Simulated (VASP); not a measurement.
Level of theory: PBE GGA, VASP's PBE PAW potentials (set 64) (plane waves; VASP 6.6.1).

Input for VASP

**KPOINTS**
```
Automatic mesh
0
G
6 6 4
0 0 0
```

### INCAR
```
SYSTEM  =  PtSe2
PREC  =  Accurate; ENCUT  =  400; LREAL  =  .False.
LASPH  =  .True.
EDIFF  =  1E-5; NELM  =  100; ALGO  =  Normal
LMAXMIX  =  6
ISMEAR  =  0; SIGMA  =  0.05
GGA  =  PE
ISIF  =  2
LWAVE  =  .False.; LCHARG  =  .False.
```

POSCAR:
```
PtSe2
1
    1.8650000000    -3.2302750000     0.0000000000
    1.8650000000     3.2302750000     0.0000000000
    0.0000000000     0.0000000000     5.0800000000
Pt Se
1 2
Direct
  0.0000000000   0.0000000000   0.0000000000
  0.3333330000   0.6666670000   0.2550000000
  0.6666670000   0.3333330000   0.7450000000
```

POTCAR, in this order: Pt Se (PBE.64 set). Program: vasp_std.

Problem. What will the output report for the number of irreducible k-points (NKPTS), number of bands (NBANDS), largest plane-wave count, number of space-group operations, FFT grid (NGX, NGY, NGZ)?

Solution. 
```yaml
number of irreducible k-points (NKPTS): 24
number of bands (NBANDS): 15
largest_plane_wave_count: 1128
number_of_space_group_operations: 12
FFT grid (NGX, NGY, NGZ): 24 × 24 × 36
```

The compound is PtSe2 in the 1T layered structure. The cell was not relaxed at this level. The k-mesh is coarse (spacing up to 0.32 per Å, 2π included), so the numbers may not be converged in it. The run is one of a series of settings (EDIFF = 1E-5 against the base run), some of them coarse on purpose.
